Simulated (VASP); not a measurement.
Method: LDA (Ceperley-Alder, Perdew-Zunger), VASP's LDA PAW potentials (set 64) (plane waves; VASP).

The input files of a VASP run:

KPOINTS:
```
Automatic mesh
0
Gamma
12 12 7
0 0 0
```

File POSCAR:
```
Y
1
    1.8103742709    -3.1356604765     0.0000000000
    1.8103742709     3.1356604765     0.0000000000
    0.0000000000     0.0000000000     5.5774065647
Y
2
Direct
  0.3333330000   0.6666670000   0.2500000000
  0.6666670000   0.3333330000   0.7500000000
```

### INCAR
```
# general
SYSTEM  = Y
PREC    = Accurate
ENCUT   = 520
LREAL   = F
LASPH   = T

# electronic loop
EDIFF   = 1E-7
NELM    = 100
ALGO    = Normal
LMAXMIX = 4

# smearing
ISMEAR  = 1
SIGMA   = 0.1

# ions
IBRION  = 2
NSW     = 30
ISIF    = 4
EDIFFG  = -0.01

# output
LWAVE   = F
LCHARG  = F
```

POTCAR, in this order: Y_sv (LDA.64 set). Program: vasp_std.

What VASP printed:

File OUTCAR:
```
 ion  position               nearest neighbor table
   1  0.333  0.667  0.250-   2 3.49   2 3.49   2 3.49   2 3.49   2 3.49   2 3.49
   2  0.667  0.333  0.750-   1 3.49   1 3.49   1 3.49   1 3.49   1 3.49   1 3.49
  LATTYP: Found a hexagonal cell.
 ALAT       =     3.6207487657
 C/A-ratio  =     1.5404014268
 Subroutine PRICEL returns:
 Original cell was already a primitive cell.
 Subroutine GETGRP returns: Found 24 space group operations
The static configuration has the point symmetry D_3d.
 The point group associated with its full space group is D_6h.
The dynamic configuration has the point symmetry D_3d.
 Subroutine INISYM returns: Found 24 space group operations
 Subroutine IBZKPT returns following result:
 Found     76 irreducible k-points:

 Following reciprocal coordinates:
            Coordinates               Weight
  0.000000  0.000000  0.000000      1.000000
  0.083333  0.000000  0.000000      6.000000
  0.166667  0.000000  0.000000      6.000000
  0.250000 -0.000000  0.000000      6.000000
  0.333333  0.000000  0.000000      6.000000
  0.416667  0.000000  0.000000      6.000000
  0.500000 -0.000000  0.000000      3.000000
...
```

File OSZICAR:
```
       N       E                     dE             d eps       ncg     rms          rms(c)
DAV:   1     0.880566138822E+02    0.88057E+02   -0.11658E+04  2288   0.140E+03
DAV:   2    -0.690014019177E+01   -0.94957E+02   -0.94075E+02  2876   0.288E+02
DAV:   3    -0.141500976750E+02   -0.72500E+01   -0.71458E+01  4348   0.479E+01
DAV:   4    -0.142775511760E+02   -0.12745E+00   -0.12742E+00  2561   0.729E+00
DAV:   5    -0.142810652815E+02   -0.35141E-02   -0.35141E-02  3388   0.891E-01    0.342E+01
DAV:   6    -0.139342865202E+02    0.34678E+00   -0.42619E-01  2294   0.458E+00    0.212E+01
DAV:   7    -0.138701607919E+02    0.64126E-01   -0.81365E-01  3075   0.563E+00    0.164E+00
DAV:   8    -0.138576990850E+02    0.12462E-01   -0.14118E-01  2763   0.253E+00    0.519E-01
DAV:   9    -0.138576271568E+02    0.71928E-04   -0.49032E-03  3093   0.536E-01    0.159E-01
DAV:  10    -0.138576014841E+02    0.25673E-04   -0.62533E-04  2989   0.237E-01    0.814E-02
DAV:  11    -0.138576025423E+02   -0.10582E-05   -0.32313E-05  3307   0.470E-02    0.598E-02
DAV:  12    -0.138576010468E+02    0.14955E-05   -0.78855E-06  2672   0.247E-02    0.129E-02
DAV:  13    -0.138576008356E+02    0.21115E-06   -0.14820E-06  2651   0.128E-02    0.126E-03
DAV:  14    -0.138576008431E+02   -0.74529E-08   -0.41355E-08  1749   0.134E-03
   1 F= -.13857601E+02 E0= -.13856426E+02  d E =-.138576E+02
       N       E                     dE             d eps       ncg     rms          rms(c)
DAV:   1    -0.138597636285E+02   -0.21628E-02   -0.95157E-02  2280   0.249E+00    0.216E-01
DAV:   2    -0.138585515595E+02    0.12121E-02   -0.29342E-03  2483   0.384E-01    0.127E-01
DAV:   3    -0.138580696941E+02    0.48187E-03   -0.13268E-03  2889   0.269E-01    0.845E-02
DAV:   4    -0.138580738875E+02   -0.41934E-05   -0.39422E-05  2791   0.447E-02    0.257E-02
DAV:   5    -0.138580673798E+02    0.65077E-05   -0.16823E-05  3043   0.306E-02    0.292E-03
DAV:   6    -0.138580674377E+02   -0.57968E-07   -0.59159E-07  2784   0.565E-03
   2 F= -.13858067E+02 E0= -.13856963E+02  d E =-.466595E-03
       N       E                     dE             d eps       ncg     rms          rms(c)
DAV:   1    -0.138601726929E+02   -0.21053E-02   -0.10684E-01  2280   0.264E+00    0.229E-01
DAV:   2    -0.138588016035E+02    0.13711E-02   -0.33059E-03  2476   0.407E-01    0.136E-01
DAV:   3    -0.138582595496E+02    0.54205E-03   -0.14869E-03  2868   0.284E-01    0.916E-02
DAV:   4    -0.138582639934E+02   -0.44438E-05   -0.43406E-05  2756   0.470E-02    0.274E-02
DAV:   5    -0.138582565771E+02    0.74163E-05   -0.19257E-05  3022   0.327E-02    0.310E-03
DAV:   6    -0.138582566443E+02   -0.67236E-07   -0.67296E-07  2826   0.602E-03
   3 F= -.13858257E+02 E0= -.13857256E+02  d E =-.655801E-03
```

**OUTCAR**
```
------------------------ aborting loop because EDIFF is reached ----------------------------------------
  FORCE on cell =-STRESS in cart. coord.  units (eV):
  Direction    XX          YY          ZZ          XY          YZ          ZX
  --------------------------------------------------------------------------------------
  Total       -0.9398306     -0.9398307     -0.9311621     -0.0000000      0.0000000      0.0000000
  in kB      -23.7793765    -23.7793800    -23.5600494     -0.0000000      0.0000000      0.0000000
  external PRESSURE =     -23.7062686 kB  Pullay stress =       0.0000000 kB
  volume of cell :       63.32
      direct lattice vectors                 reciprocal lattice vectors
     1.804565723 -3.125599751 -0.000000000     0.277074974 -0.159969299  0.000000000
     1.804565723  3.125599751  0.000000000     0.277074974  0.159969299  0.000000000
     0.000000000  0.000000000  5.613369579     0.000000000 -0.000000000  0.178146118
 POSITION                                       TOTAL-FORCE (eV/Angst)
 -----------------------------------------------------------------------------------
      1.80457      1.04187      1.40334         0.000000      0.000000      0.000000
      1.80457     -1.04187      4.21003         0.000000     -0.000000     -0.000000
 -----------------------------------------------------------------------------------
    total drift:                                0.000000      0.000514     -0.000011
  FREE ENERGIE OF THE ION-ELECTRON SYSTEM (eV)
  ---------------------------------------------------
  free  energy   TOTEN  =       -13.8582566443 eV

  energy  without entropy=      -13.8552536031  energy(sigma->0) =      -13.85725563

 reached required accuracy - stopping structural energy minimisation
```
(Selected blocks of OUTCAR.)

### CONTCAR
```
Y
   1.00000000000000
     1.8045657233459533   -3.1255997507597000   -0.0000000000000000
     1.8045657233459533    3.1255997507597000    0.0000000000000000
     0.0000000000000000    0.0000000000000000    5.6133695792759166
  Y
     2
Direct
     0.3333330000000032    0.6666669999999968    0.2500000000000000
     0.6666669999999968    0.3333330000000032    0.7500000000000000
```

The compound is Y in the hcp structure. This cell is one point of a volume scan, at 1.06 of the reference volume. Symmetry was kept, so distortions that lower it aren't found.
